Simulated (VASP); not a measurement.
Calculation: PBE GGA, VASP's PBE PAW potentials (set 64) (plane waves; VASP 6.6.1).

VASP ran on this input.

**INCAR**
```
SYSTEM = Ni3Si
PREC = Accurate; ENCUT = 500; LREAL = .False.
LASPH = .True.
EDIFF = 1E-6; NELM = 100; ALGO = Normal
LMAXMIX = 4
ISMEAR = 1; SIGMA = 0.1
GGA = PE
IBRION = 2; NSW = 40; ISIF = 3
EDIFFG = -0.02; PSTRESS = 100
LWAVE = .False.; LCHARG = .False.
```

**KPOINTS**
```
Automatic
0
gamma
9 9 9
0 0 0
```

**POSCAR**
```
Ni3Si
1
    3.4567879199     0.0000000000     0.0000000000
    0.0000000000     3.4567879199     0.0000000000
   -0.0000000000    -0.0000000000     3.4567879199
Si Ni
1 3
Direct
  0.0000000000   0.0000000000   0.0000000000
  0.0000000000   0.5000000000   0.5000000000
  0.5000000000   0.0000000000   0.5000000000
  0.5000000000   0.5000000000   0.0000000000
```

POTCAR, in this order: Si Ni (PBE.64 set). Program: vasp_std.

The run wrote:

OSZICAR:
```
       N       E                     dE             d eps       ncg     rms          rms(c)
DAV:   1     0.202701040883E+03    0.20270E+03   -0.15409E+04  1478   0.213E+03
DAV:   2    -0.163885631027E+02   -0.21909E+03   -0.21123E+03  1470   0.374E+02
DAV:   3    -0.271556327770E+02   -0.10767E+02   -0.10376E+02  1590   0.112E+02
DAV:   4    -0.273942723974E+02   -0.23864E+00   -0.23739E+00  1719   0.145E+01
DAV:   5    -0.274025437458E+02   -0.82713E-02   -0.82703E-02  1787   0.261E+00    0.205E+01
DAV:   6    -0.268879812401E+02    0.51456E+00   -0.53870E+01  1676   0.121E+02    0.162E+01
DAV:   7    -0.237030525629E+02    0.31849E+01   -0.15621E+01  1646   0.665E+01    0.449E+00
DAV:   8    -0.236465563254E+02    0.56496E-01   -0.63742E-01  1596   0.657E+00    0.149E+00
DAV:   9    -0.236288669994E+02    0.17689E-01   -0.33746E-02  1975   0.266E+00    0.571E-01
DAV:  10    -0.236266197587E+02    0.22472E-02   -0.36190E-03  1986   0.484E-01    0.214E-01
DAV:  11    -0.236263422956E+02    0.27746E-03   -0.63708E-04  2268   0.314E-01    0.544E-02
DAV:  12    -0.236263288434E+02    0.13452E-04   -0.94654E-05  1650   0.120E-01    0.149E-02
DAV:  13    -0.236263283112E+02    0.53223E-06   -0.66838E-06  1610   0.187E-02
   1 F= -.21048182E+02 E0= -.21048278E+02  d E =-.210482E+02
```

**OUTCAR**
```
------------------------ aborting loop because EDIFF is reached ----------------------------------------
  FORCE on cell =-STRESS in cart. coord.  units (eV):
  Direction    XX          YY          ZZ          XY          YZ          ZX
  --------------------------------------------------------------------------------------
  Total        2.5725171      2.5725171      2.5725171     -0.0000000     -0.0000000     -0.0000000
  in kB       99.7816400     99.7816400     99.7816400     -0.0000000     -0.0000000     -0.0000000
  external PRESSURE =      -0.2183600 kB  Pullay stress =     100.0000000 kB
  volume of cell :       41.31
      direct lattice vectors                 reciprocal lattice vectors
     3.456787920  0.000000000  0.000000000     0.289285899  0.000000000  0.000000000
     0.000000000  3.456787920  0.000000000     0.000000000  0.289285899  0.000000000
     0.000000000  0.000000000  3.456787920     0.000000000  0.000000000  0.289285899
 POSITION                                       TOTAL-FORCE (eV/Angst)
 -----------------------------------------------------------------------------------
      0.00000      0.00000      0.00000         0.000000      0.000000      0.000000
      0.00000      1.72839      1.72839         0.000000      0.000000      0.000000
      1.72839      0.00000      1.72839         0.000000      0.000000      0.000000
      1.72839      1.72839      0.00000         0.000000      0.000000      0.000000
 -----------------------------------------------------------------------------------
    total drift:                                0.000000      0.000000      0.000000
  FREE ENERGIE OF THE ION-ELECTRON SYSTEM (eV)
  ---------------------------------------------------
  free  energy   TOTEN  =       -23.6263283112 eV

  energy  without entropy=      -23.6266169670  energy(sigma->0) =      -23.62642453
  enthalpy is  TOTEN    =       -21.0481816183 eV   P V=        2.5781466929

 reached required accuracy - stopping structural energy minimisation
```
(Selected blocks of OUTCAR.)

**OUTCAR**
```
 val. band max:       11.2694716838   @ k =   0.1111   0.1111   0.0000

 cond. band min:      11.3041094179   @ k =   0.4444   0.4444   0.3333


 Fermi energy:        11.2925574264

 k-point     1 :       0.0000    0.0000    0.0000
  band No.  band energies     occupation
      1      -0.9629      2.00000
      2       6.1611      2.00000
      3       6.9953      2.00000
      4       6.9953      2.00000
      5       7.5466      2.00000
      6       7.5466      2.00000
      7       7.5466      2.00000
      8       9.6601      2.00000
      9       9.6601      2.00000
     10       9.6601      2.00000
     11      10.3692      2.00000
     12      10.3692      2.00000
     13      10.3692      2.00000
     14      10.6484      2.00000
     15      10.6484      2.00000
     16      10.9934      2.00020
     17      11.3461      0.22187
     18      11.3461      0.22187
     19      11.3461      0.22187
     20      16.5387      0.00000
     21      17.8344      0.00000

 k-point     2 :       0.1111    0.0000    0.0000
  band No.  band energies     occupation
      1      -0.8134      2.00000
      2       6.1868      2.00000
      3       6.7961      2.00000
      4       7.1024      2.00000
      5       7.5354      2.00000
      6       7.5354      2.00000
      7       7.5910      2.00000
      8       9.3925      2.00000
      9       9.3925      2.00000
     10       9.6108      2.00000
     11       9.9456      2.00000
     12      10.4770      2.00000
     13      10.4770      2.00000
     14      10.6509      2.00000
     15      10.6524      2.00000
     16      10.9300      2.00000
     17      11.3463      0.22027
     18      11.6390     -0.00001
     19      11.6390     -0.00001
     20      16.8120      0.00000
     21      17.7941      0.00000

 k-point     3 :       0.2222    0.0000    0.0000
  band No.  band energies     occupation
      1      -0.3760      2.00000
      2       5.7209      2.00000
      3       6.6646      2.00000
...
```

The compound is Ni3Si in the L1_2 structure. It was relaxed first under an external pressure of 10 GPa. The run is not spin-polarised, so no magnetic state was tried.
